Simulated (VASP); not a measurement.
```xyz
3
Lattice="1.7365 -3.0077 0.0000 1.7365 3.0077 0.0000 0.0000 0.0000 5.9137" Properties=species:S:1:pos:R:3 pbc="T T T"
Ti     0.0000     0.0000     0.0000
Se     1.7365     1.0026     1.5481
Se     1.7365    -1.0026     4.3656
```

Calculation: PBEsol GGA, VASP's PBE PAW potentials (set 64) (plane waves; VASP 6.6.1). Run with 400 eV cut-off, Gaussian smearing of 0.050 eV, potentials Ti_sv Se.

Without a dispersion term in the relaxation, distances and binding between the weakly bound layers, chains or molecules are unreliable, and so is what depends on them.

Q: Give the energies of bands 7 to 15 at the high-symmetry points, in eV from the Fermi level.

A: 
```tsv
band	Γ	M	K	A	L	H
7	-5.68	-5.42	-4.50	-3.82	-5.47	-4.50
8	-2.25	-3.93	-4.16	-2.89	-4.85	-4.50
9	-2.25	-2.90	-4.16	-2.17	-2.85	-3.89
10	0.29	-2.89	-2.68	-2.17	-2.53	-3.38
11	0.50	-2.26	-2.68	0.37	-1.16	-2.12
12	0.50	-1.37	-2.46	0.37	-0.85	-2.12
13	0.55	0.03	1.23	0.48	-0.29	1.24
14	0.65	1.48	1.75	0.48	1.48	1.27
15	0.65	1.90	1.75	1.27	1.87	1.27
```

It has no gap at this level: it comes out as a metal or semimetal.

The compound is TiSe2 in the 1T layered structure. It was relaxed first, which changed the volume by -5 %.
